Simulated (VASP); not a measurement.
# KTaO$_{3}$ (relaxed from the ilmenite structure, space group R-3): computed properties

Level of theory: r2SCAN meta-GGA, VASP's PBE PAW potentials (set 64) (plane waves; VASP).

For KTaO$_{3}$, the space group is R-3 (148). The cell comes out as a = 5.4530 Å, b = 5.4530 Å, c = 17.7953 Å, α = 90.00°, β = 90.00°, γ = 120.00°, the volume per atom comes out as 15.28 Å³/atom and the band gap (over mesh and band path) is 5.00 eV. The smallest direct gap (over mesh and band path) comes out as 5.13 eV and the density is 5.83 g/cm³.

```cif
data_K6O18Ta6
_chemical_formula_sum 'K6 O18 Ta6'
_space_group_name_H-M_alt 'R-3 :H'
_space_group_IT_number 148
_space_group_name_Hall '-R 3'
_cell_length_a 5.45299
_cell_length_b 5.45299
_cell_length_c 17.79532
_cell_angle_alpha 90.000
_cell_angle_beta 90.000
_cell_angle_gamma 120.000
loop_
_atom_site_label
_atom_site_type_symbol
_atom_site_symmetry_multiplicity
_atom_site_Wyckoff_symbol
_atom_site_fract_x
_atom_site_fract_y
_atom_site_fract_z
_atom_site_occupancy
K1 K 6 c 0.00000 0.00000 0.36147 1
O1 O 18 f 0.32634 0.08473 0.23161 1
Ta1 Ta 6 c 0.00000 0.00000 0.15781 1
```
(The calculation used a cell of 10 atoms; values per cell refer to that cell.)

Unless said otherwise, spin-orbit coupling is left out, though it shifts the bands of the heavy elements here.

The structure was generated: KTaO3 was put into the ilmenite type (R-3), which need not be its known phase. It was relaxed first. Symmetry was kept, so distortions that lower it aren't found.
